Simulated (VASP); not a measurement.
**NaCl (Halite): input slips in a band-gap run and what they do**

Aim: see how common mistakes in a band-structure run show up, on NaCl (Halite). The starting structure is a measured crystal structure from the Crystallography Open Database. Cell and atoms stay as given unless a step says otherwise.

Calculated with VASP 6.6.1; Kohn-Sham DFT with plane waves and PAW; LDA.

### 1. Starting point

It takes space group Fm-3m (No. 225, cubic). The conventional cell has a = 5.641 Å, b = 5.641 Å, c = 5.641 Å, α = 90.00°, β = 90.00°, γ = 90.00°. Nearest to Cl lie 6 Na at 2.82 Å. Nearest to Na lie 6 Cl at 2.82 Å. Farther neighbours and most contacts between anions are not listed.

Structure file:

```xyz
2
Lattice="0.0000 2.8203 2.8203 2.8203 0.0000 2.8203 2.8203 2.8203 0.0000" Properties=species:S:1:pos:R:3 pbc="T T T"
Cl    2.8203    2.8203    2.8203
Na    0.0000    0.0000    0.0000
```

### 2. Reference bands

File INCAR:

```
SYSTEM = NaCl
PREC = Accurate
ENCUT = 350
EDIFF = 1E-06
NELM = 100
ISMEAR = 0
SIGMA = 0.03
LREAL = .FALSE.
ALGO = Normal
GGA = CA
NBANDS = 19
LORBIT = 11
LWAVE = .FALSE.
LCHARG = .FALSE.
KPAR = 4
```

File POSCAR:

```
NaCl
1.0
    0.0000000000      2.8202800000      2.8202800000
    2.8202800000      0.0000000000      2.8202800000
    2.8202800000      2.8202800000      0.0000000000
Cl Na
1 1
Direct
    0.5000000000      0.5000000000      0.5000000000
    0.0000000000      0.0000000000      0.0000000000
```

File KPOINTS:

```
Automatic mesh
0
Gamma
6 6 6
0 0 0
```

File KPOINTS_OPT:

```
Line mode
10
Line-mode
Reciprocal
  0.00000000   0.00000000   0.00000000 GAMMA
  0.50000000   0.00000000   0.50000000 X

  0.50000000   0.00000000   0.50000000 X
  0.50000000   0.25000000   0.75000000 W

  0.50000000   0.25000000   0.75000000 W
  0.37500000   0.37500000   0.75000000 K

  0.37500000   0.37500000   0.75000000 K
  0.00000000   0.00000000   0.00000000 GAMMA

  0.00000000   0.00000000   0.00000000 GAMMA
  0.50000000   0.50000000   0.50000000 L

  0.50000000   0.50000000   0.50000000 L
  0.62500000   0.25000000   0.62500000 U

  0.62500000   0.25000000   0.62500000 U
  0.50000000   0.25000000   0.75000000 W

  0.50000000   0.25000000   0.75000000 W
  0.50000000   0.50000000   0.50000000 L

  0.50000000   0.50000000   0.50000000 L
  0.37500000   0.37500000   0.75000000 K

  0.62500000   0.25000000   0.62500000 U
  0.50000000   0.00000000   0.50000000 X
```

Potentials, in the order of the species: Cl and Na_pv (LDA family, release 64).

The run is started by

```bash
> mpirun -np 4 vasp_std
```

The log of the run:

```text
[banner, memory and clock lines left out]
running    4 mpi-ranks, on    1 nodes
 distrk:  each k-point on    1 cores,    4 groups
 distr:  one band on    1 cores,    1 groups

 POSCAR found type information on POSCAR ClNa
 POSCAR found :  2 types and       2 ions
 LDA part: xc-table for (Slater(with rela. corr.)+CA(PZ))
 , standard interpolation
 POSCAR, INCAR and KPOINTS ok, starting setup
 FFT: planning ... GRIDC
 FFT: planning ... GRID_SOFT
 FFT: planning ... GRID
 WAVECAR not read
 entering main loop
       N       E                     dE             d eps       ncg     rms          rms(c)
DAV:   1     0.846170936265E+02    0.84617E+02   -0.53720E+03   624   0.555E+02
DAV:   2    -0.195987969288E+01   -0.86577E+02   -0.80939E+02   684   0.182E+02
DAV:   3    -0.749343343524E+01   -0.55336E+01   -0.54995E+01   747   0.477E+01
DAV:   4    -0.755507887042E+01   -0.61645E-01   -0.61616E-01   754   0.515E+00
DAV:   5    -0.755597992229E+01   -0.90105E-03   -0.90101E-03   725   0.648E-01    0.197E+00
DAV:   6    -0.737735687207E+01    0.17862E+00   -0.18334E-01   777   0.239E+00    0.139E+00
DAV:   7    -0.735769845467E+01    0.19658E-01   -0.42282E-02   838   0.103E+00    0.972E-01
DAV:   8    -0.735603605159E+01    0.16624E-02   -0.63955E-03   701   0.527E-01    0.402E-01
DAV:   9    -0.735574190477E+01    0.29415E-03   -0.36233E-04   693   0.103E-01    0.178E-01
DAV:  10    -0.735572048110E+01    0.21424E-04   -0.14180E-04   773   0.664E-02    0.268E-02
DAV:  11    -0.735571878232E+01    0.16988E-05   -0.66560E-06   736   0.187E-02    0.339E-03
DAV:  12    -0.735571883424E+01   -0.51917E-07   -0.16029E-07   403   0.286E-03
   1 F= -.73557188E+01 E0= -.73557188E+01  d E =-.755274E-25
 Start KPOINTS_OPT (optional k-point list driver)
k-point batch [1-16\100]
       N       E                     dE             ncg
DAV:   1    -0.114394348773E+04   -0.58151E+04      624
DAV:   2    -0.257746056074E+04   -0.14335E+04      693
DAV:   3    -0.266973139833E+04   -0.92271E+02      743
DAV:   4    -0.267078606619E+04   -0.10547E+01      732
DAV:   5    -0.267080039498E+04   -0.14329E-01      735
DAV:   6    -0.267080071950E+04   -0.32452E-03      753
DAV:   7    -0.267080072854E+04   -0.90390E-05      750
DAV:   8    -0.267080072877E+04   -0.23320E-06      545
[...]
k-point batch [97-100\100]
       N       E                     dE             ncg
DAV:   1     0.459133188721E+04   -0.21892E+04      152
DAV:   2     0.423698344699E+04   -0.35435E+03      203
DAV:   3     0.421453428298E+04   -0.22449E+02      166
DAV:   4     0.421428012395E+04   -0.25416E+00      192
DAV:   5     0.421427643240E+04   -0.36915E-02      176
DAV:   6     0.421427634261E+04   -0.89793E-04      186
DAV:   7     0.421427633985E+04   -0.27581E-05      184
DAV:   8     0.421427633977E+04   -0.77313E-07      146
```

Wall time 12 s (4 MPI ranks of AMD EPYC 7R43, shared host); peak memory 0.41 GiB; 43 s of CPU time.

Lines that name or quote the potential files are left out of all logs, and their timing lines are given in words.

Parts of OUTCAR (step 2):

```text
ion  position               nearest neighbor table
   1  0.500  0.500  0.500-
   2  0.000  0.000  0.000-

  LATTYP: Found a face centered cubic cell.
 ALAT       =     5.6405600000

 Subroutine GETGRP returns: Found 48 space group operations
 (whereof 48 operations were pure point group operations)

The static configuration has the point symmetry O_h .

 Found     16 irreducible k-points:

   k-points           NKPTS =     16   k-points in BZ     NKDIM =     16   number of bands    NBANDS=     19

   dimension x,y,z NGX =    24 NGY =   24 NGZ =   24
   dimension x,y,z NGXF=    48 NGYF=   48 NGZF=   48

   ENCUT  =  350.0 eV  25.72 Ry    5.07 a.u.   6.08  6.08  6.08*2*pi/ulx,y,z

   NELECT =      14.0000    total number of electrons

 k-points in reciprocal lattice and weights: Automatic mesh
   0.00000000  0.00000000  0.00000000       0.005
   0.16666667  0.00000000  0.00000000       0.037
   0.33333333  0.00000000  0.00000000       0.037
   0.50000000  0.00000000  0.00000000       0.019
   0.16666667  0.16666667  0.00000000       0.028
   0.33333333  0.16666667  0.00000000       0.111
   0.50000000  0.16666667  0.00000000       0.111
  -0.33333333  0.16666667  0.00000000       0.111
  -0.16666667  0.16666667  0.00000000       0.056
[...]
-0.33333333  0.33333333  0.16666667       0.111
  -0.33333333  0.50000000  0.16666667       0.056

 average (electrostatic) potential at core
       1 -97.6595       2 -46.1181

 E-fermi :  -0.7399

 k-point     1 :       0.0000    0.0000    0.0000
  band No.  band energies     occupation
    ...
      3     -21.7214      2.00000
      4     -13.5350      2.00000
      5      -0.9510      2.00000
      6      -0.9510      2.00000
      7      -0.9510      2.00000
      8       3.7447      0.00000
      9       9.8967      0.00000
     10       9.8967      0.00000
     11       9.8967      0.00000
     12      12.1269      0.00000
    ...

 k-point     2 :       0.1667    0.0000    0.0000
  band No.  band energies     occupation
    ...
      3     -21.7220      2.00000
      4     -13.4501      2.00000
      5      -1.5935      2.00000
      6      -1.0230      2.00000
      7      -1.0230      2.00000
      8       4.5835      0.00000
      9       9.0639      0.00000
     10      10.1770      0.00000
     11      10.1770      0.00000
     12      11.7602      0.00000
    ...

 k-point     3 :       0.3333    0.0000    0.0000
  band No.  band energies     occupation
    ...
      3     -21.7232      2.00000
      4     -13.2725      2.00000
      5      -2.5654      2.00000
      6      -1.1602      2.00000
      7      -1.1602      2.00000
      8       5.7139      0.00000
      9       8.7934      0.00000
     10       9.9638      0.00000
     11       9.9638      0.00000
     12      12.8582      0.00000
    ...

  Total       -0.7016641     -0.7016641     -0.7016641      0.0000000     -0.0000000      0.0000000
  in kB      -25.0572358    -25.0572358    -25.0572358      0.0000000     -0.0000000      0.0000000
  external PRESSURE =     -25.0572358 kB  Pullay stress =       0.0000000 kB

  energy-cutoff  :      350.00
  volume of cell :       44.86
      direct lattice vectors                 reciprocal lattice vectors
     0.000000000  2.820280000  2.820280000    -0.177287362  0.177287362  0.177287362
     2.820280000  0.000000000  2.820280000     0.177287362 -0.177287362  0.177287362
     2.820280000  2.820280000  0.000000000     0.177287362  0.177287362 -0.177287362

 POSITION                                       TOTAL-FORCE (eV/Angst)
 -----------------------------------------------------------------------------------
      2.82028      2.82028      2.82028         0.000000     -0.000000      0.000000
      0.00000      0.00000      0.00000        -0.000000      0.000000     -0.000000
 -----------------------------------------------------------------------------------
    total drift:                                0.000000     -0.000000     -0.000000

  FREE ENERGIE OF THE ION-ELECTRON SYSTEM (eV)
  ---------------------------------------------------
  free  energy   TOTEN  =        -7.3557188342 eV

  energy  without entropy=       -7.3557188342  energy(sigma->0) =       -7.35571883

 total charge
# of ion       s       p       d       tot
------------------------------------------
    1        1.584   3.542   0.000   5.125
    2        0.045   5.977   0.000   6.022
--------------------------------------------------
tot          1.629   9.518   0.000  11.147

[... 3 further parts left out ...]
```

At this level the cell is under a tension of 2.5 GPa, so at these settings it is away from equilibrium.

The reference gap is 4.696 eV.

### 3. Bands with no empty bands

A slip made on purpose: no empty bands. Against step 2 the input has NBANDS = 7 and no band path (also changed: NELM).

Changes to INCAR since step 2:

```diff
@@ -4,3 +4,3 @@
 EDIFF = 1E-06
-NELM = 100
+NELM = 60
 ISMEAR = 0
@@ -10,3 +10,3 @@
 GGA = CA
-NBANDS = 19
+NBANDS = 7
 LORBIT = 11
```

POSCAR is that of step 2.

KPOINTS is that of step 2.

The run is started by

```bash
> mpirun -np 4 vasp_std
```

The log of the run:

```text
[... set-up lines as in an earlier step ...]
 entering main loop
       N       E                     dE             d eps       ncg     rms          rms(c)
DAV:   1     0.764423435139E+02    0.76442E+02   -0.61628E+03   224   0.145E+03
DAV:   2    -0.338198118677E+01   -0.79824E+02   -0.79824E+02   378   0.290E+02
DAV:   3    -0.746868647453E+01   -0.40867E+01   -0.40867E+01   252   0.783E+01
DAV:   4    -0.755406757951E+01   -0.85381E-01   -0.85381E-01   245   0.123E+01
[...]
DAV:  10    -0.735572110675E+01   -0.20873E-04   -0.12621E-04   301   0.139E-01    0.679E-03
DAV:  11    -0.735571884317E+01    0.22636E-05   -0.10693E-05   224   0.336E-02    0.218E-03
DAV:  12    -0.735571883138E+01    0.11797E-07   -0.34600E-07   112   0.705E-03
 -----------------------------------------------------------------------------
|                                                                             |
|           W    W    AA    RRRRR   N    N  II  N    N   GGGG   !!!           |
|           W    W   A  A   R    R  NN   N  II  NN   N  G    G  !!!           |
|           W    W  A    A  R    R  N N  N  II  N N  N  G       !!!           |
|           W WW W  AAAAAA  RRRRR   N  N N  II  N  N N  G  GGG   !            |
|           WW  WW  A    A  R   R   N   NN  II  N   NN  G    G                |
|           W    W  A    A  R    R  N    N  II  N    N   GGGG   !!!           |
|                                                                             |
|     Your highest band is occupied at some k-points! Unless you are          |
|     performing a calculation for an insulator or semiconductor, without     |
|     unoccupied bands, you have included TOO FEW BANDS!! Please increase     |
|     the parameter NBANDS in file INCAR to ensure that the highest band      |
|     is unoccupied at all k-points. It is always recommended to include      |
|     a few unoccupied bands to accelerate the convergence of                 |
|     molecular-dynamics runs (even for insulators or semiconductors),        |
|     since the presence of unoccupied bands improves wavefunction            |
|     prediction and helps to suppress 'band-crossings'.                      |
|                                                                             |
 -----------------------------------------------------------------------------

   1 F= -.73557188E+01 E0= -.73557188E+01  d E =-.459186E-12
```

Run time: 2.2 s. Hardware: 4 MPI ranks; peak memory 0.35 GiB.

OUTCAR, selected parts (step 3):

```text
  Total       -0.7035042     -0.7035042     -0.7035042     -0.0000000     -0.0000000     -0.0000000
  in kB      -25.1229482    -25.1229482    -25.1229482     -0.0000000     -0.0000000     -0.0000000
  external PRESSURE =     -25.1229482 kB  Pullay stress =       0.0000000 kB

 POSITION                                       TOTAL-FORCE (eV/Angst)
 -----------------------------------------------------------------------------------
      2.82028      2.82028      2.82028        -0.000000     -0.000000     -0.000000
      0.00000      0.00000      0.00000         0.000000      0.000000      0.000000
 -----------------------------------------------------------------------------------
    total drift:                                0.000000     -0.000000     -0.000000

  FREE ENERGIE OF THE ION-ELECTRON SYSTEM (eV)
  ---------------------------------------------------
  free  energy   TOTEN  =        -7.3557188314 eV

  energy  without entropy=       -7.3557188314  energy(sigma->0) =       -7.35571883

[... 1 part as in an earlier step ...]

[... 2 further parts left out ...]
[key lines of the parts left out:]
E-fermi :  -0.8166
```

The run converges, yet it holds no empty band, so no gap can be read from it.

### 4. Bands with a hybrid's name typed into the meta-GGA tag

A slip made on purpose: a hybrid's name typed into the meta-GGA tag. Against step 2 the input has METAGGA = HSE06 and no GGA (also changed: NELM).

Changes to INCAR since step 3:

```diff
@@ -9,4 +9,3 @@
 ALGO = Normal
-GGA = CA
-NBANDS = 7
+NBANDS = 19
 LORBIT = 11
@@ -15 +14,2 @@
 KPAR = 4
+METAGGA = HSE06
```

POSCAR is that of step 3.

KPOINTS is that of step 3.

KPOINTS_OPT is that of step 2.

The run is started by

```bash
> mpirun -np 4 vasp_std
```

The log of the run:

```text
[banner, memory and clock lines left out]
running    4 mpi-ranks, on    1 nodes
[...]
|                                                                             |
|     EEEEEEE  RRRRRR   RRRRRR   OOOOOOO  RRRRRR      ###     ###     ###     |
|     E        R     R  R     R  O     O  R     R     ###     ###     ###     |
|     E        R     R  R     R  O     O  R     R     ###     ###     ###     |
|     EEEEE    RRRRRR   RRRRRR   O     O  RRRRRR       #       #       #      |
|     E        R   R    R   R    O     O  R   R                               |
|     E        R    R   R    R   O     O  R    R      ###     ###     ###     |
|     EEEEEEE  R     R  R     R  OOOOOOO  R     R     ###     ###     ###     |
|                                                                             |
|     Error: One of the selected functionals does not exist.                  |
|                                                                             |
|       ---->  I REFUSE TO CONTINUE WITH THIS SICK JOB ... BYE!!! <----       |
|                                                                             |

1
1
1
1
```

Elapsed: 4 s, on 4 MPI ranks.

VASP stopped with this message: “Error: One of the selected functionals does not exist”.

### 5. Bands with a k mesh far too coarse and no band path

A slip made on purpose: a k mesh far too coarse and no band path. Against step 2 the input has a 3×3×3 mesh and no band path (also changed: NELM, NBANDS, KPAR and NCORE).

Changes to INCAR since step 4:

```diff
@@ -9,3 +9,4 @@
 ALGO = Normal
-NBANDS = 19
+GGA = CA
+NBANDS = 13
 LORBIT = 11
@@ -13,3 +14,3 @@
 LCHARG = .FALSE.
-KPAR = 4
-METAGGA = HSE06
+KPAR = 2
+NCORE = 2
```

POSCAR is that of step 4.

File KPOINTS:

```
Automatic mesh
0
Gamma
3 3 3
0 0 0
```

The run is started by

```bash
> mpirun -np 4 vasp_std
```

The log of the run:

```text
[banner, memory and clock lines left out]
running    4 mpi-ranks, on    1 nodes
[...]
LDA part: xc-table for (Slater(with rela. corr.)+CA(PZ))
 , standard interpolation
 POSCAR, INCAR and KPOINTS ok, starting setup
[...]
entering main loop
       N       E                     dE             d eps       ncg     rms          rms(c)
DAV:   1     0.732509219995E+02    0.73251E+02   -0.56535E+03   104   0.716E+02
DAV:   2    -0.247217545431E+01   -0.75723E+02   -0.72716E+02   114   0.218E+02
DAV:   3    -0.746430255828E+01   -0.49921E+01   -0.49698E+01   134   0.570E+01
DAV:   4    -0.753995249722E+01   -0.75650E-01   -0.75633E-01   114   0.832E+00
[...]
DAV:  10    -0.733358227878E+01    0.10846E-05   -0.12248E-04   124   0.896E-02    0.893E-03
DAV:  11    -0.733358061316E+01    0.16656E-05   -0.60369E-06   124   0.262E-02    0.345E-03
DAV:  12    -0.733358059174E+01    0.21414E-07   -0.34850E-07    52   0.646E-03
   1 F= -.73335806E+01 E0= -.73335806E+01  d E =-.226427E-27
```

Wall time 1.6 s (4 MPI ranks); peak memory 0.32 GiB; 3 s of CPU time.

[end of part 1 of 2]

[Lines on the potential files, build, host, timing and source positions are cut from VASP's logs without a mark.]

[Logs are printed without paths, hosts, clocks, repeated set-up lines and the standing remarks that a program may print on its own settings, such as how far it seeks lower states.]

[Hosts, paths, dates, database ids (printed as entryN), source tags and the programs' standing remarks are cut or masked in the printed files.]
